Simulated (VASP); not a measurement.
Write the native input for VASP 6.6.1 that does the following.

* Task: single point
* Functional: PBE
* Potentials or basis: VASP PAW PBE potentials, release 64 (Zn, As)
* Cutoff: 520 eV
* k mesh: 8 × 8 × 8
* Occupations: gaussian, width 0.1 eV
* Spin: no spin polarisation
* Dipole correction: no
* Further INCAR settings: ALGO = Fast; EDIFF = 1e-06; NBANDS = 38

The structure of Zn2As lies in POSCAR:

```
Zn2As
1.0
    5.5502573365      0.0000000000      0.0000000000
    0.0000000000      5.5502573365      0.0000000000
    0.0000000000      0.0000000000      5.5502573365
Zn As
4 2
Direct
    0.2500000000      0.2500000000      0.2500000000
    0.7500000000      0.7500000000      0.2500000000
    0.7500000000      0.2500000000      0.7500000000
    0.2500000000      0.7500000000      0.7500000000
    0.0000000000      0.0000000000      0.0000000000
    0.5000000000      0.5000000000      0.5000000000
```

The cell was built by a generator and needn't be a form met in nature.

The cell isn't the ideal one: random cell by space group and Wyckoff sites (Pn-3m, No. 224).

These files were run (other wordings do the same):

INCAR

```
SYSTEM = Zn2As
PREC = Accurate ; ENCUT = 520
EDIFF = 1E-6 ; ISMEAR = 0
SIGMA = 0.1 ; LREAL = .FALSE.
LASPH = .TRUE. ; NELM = 100
ALGO = Fast ; ISIF = 2
LWAVE = .FALSE. ; LCHARG = .FALSE.
GGA = PE ; NBANDS = 38
```

KPOINTS

```
regular mesh
0
G
  8 8 8
  0 0 0
```

Potentials or basis: VASP PAW PBE potentials, release 64 (Zn, As).

Command:

```console
$ cat potpaw_PBE.64/Zn/POTCAR potpaw_PBE.64/As/POTCAR > POTCAR
$ mpirun -np 1 vasp_std > vasp.out
```

It gave:

* Pressure: 0.1 GPa
* Band gap on the k mesh: none (metal or under the smearing width)

It took 2.3 min on 1 thread of AMD EPYC 7R13 Processor (Zen 3), on a shared host, peak memory 0.32 GiB.
